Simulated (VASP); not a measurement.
Input:

```
InAs
1.0
    0.00000     3.05381     3.05381
    3.05381     0.00000     3.05381
    3.05381     3.05381     0.00000
In As
1 1
Direct
  0.00409   0.99591   0.99591
  0.25000   0.25000   0.25000
```

These are r2SCAN meta-GGA, VASP's PBE PAW potentials (set 64) (plane waves; VASP 6.6.1) values and carry that method's errors. Settings: 480 eV cut-off, 8×8×8 Γ-centred mesh, Gaussian smearing of 0.050 eV, potentials In_d As.

Q: Which forces act on the atoms, in eV/Å?

A: 
```
atom      Fx     Fy     Fz
----  ------  -----  -----
In1    0.183  0.000  0.000
As2   -0.183  0.000  0.000
```

Q: Give the stress tensor in GPa (positive for a compressed cell).

A: 
```
 0.05   0.00   0.00
 0.00   0.06  -0.52
 0.00  -0.52   0.06
```
The pressure is its mean diagonal, 0.06 GPa.

The compound is InAs in the zinc blende structure. This cell was strained or had an atom moved on purpose.
